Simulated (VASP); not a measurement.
**AlN: relaxation of the atoms with PBE**

AlN:

```
CELL_PARAMETERS angstrom
3.11862 0.00000 0.00000
-1.55931 2.70080 0.00000
0.00000 0.00000 5.02320
ATOMIC_POSITIONS crystal
Al 0.33333 0.66667 0.00000
Al 0.66667 0.33333 0.50000
N 0.33333 0.66667 0.38152
N 0.66667 0.33333 0.88152
```

The cell was built by a generator and needn't be a form met in nature.

```
Program                : VASP 6.6.1
Task                   : relaxation of the atoms
Functional             : PBE
Potentials or basis    : VASP PAW PBE potentials, release 64 (Al, N)
Cutoff                 : 520 eV
k mesh                 : 9 × 9 × 6
Occupations            : gaussian, width 0.05 eV
Spin                   : no spin polarisation
Further INCAR settings : ALGO = Fast; EDIFF = 1e-06; IBRION = 2; EDIFFG = -0.005; NSW = 40
```

- Energy gained by relaxing: 0.0 meV/atom
- Ionic steps: 3
- Pressure after relaxing: 1.0 GPa
- Band gap on the k mesh: 4.12 eV, direct

Stress tensor (GPa, compression positive):
```
1.49 0.00 0.00
0.00 1.49 0.00
0.00 0.00 0.13
```

Step by step:
```tsv
step	energy change (eV)	largest force (eV/Å)	pressure (GPa)
1	0.0000	0.0491	1.02
2	-0.0002	0.0080	1.04
3	-0.0002	0.0003	1.04
```

Final structure:
```
CELL_PARAMETERS angstrom
3.11862 0.00000 0.00000
-1.55931 2.70080 0.00000
0.00000 0.00000 5.02320
ATOMIC_POSITIONS crystal
Al 0.33333 0.66667 0.00041
Al 0.66667 0.33333 0.50041
N 0.33333 0.66667 0.38111
N 0.66667 0.33333 0.88111
```

Levels at points of the mesh, in eV from the valence-band top:
```tsv
k point	band 5	band 6	band 7	band 8	band 9	band 10	band 11	band 12
(0.00, 0.00, 0.00)	-0.80	-0.16	-0.16	0.00	4.12	6.63	10.50	11.15
(0.00, 0.00, 0.50)	-0.49	-0.49	-0.49	-0.49	6.41	6.41	10.22	10.22
```

Wall time 13 s on 1 thread of Intel(R) Xeon(R) 6975P-C (Granite Rapids) (shared host), peak memory 0.16 GiB.

The gap isn't set beside the measured one, since this odd mesh misses points on the zone boundary.

Caveat: an odd mesh through Γ misses points on the zone boundary, where band edges often lie.
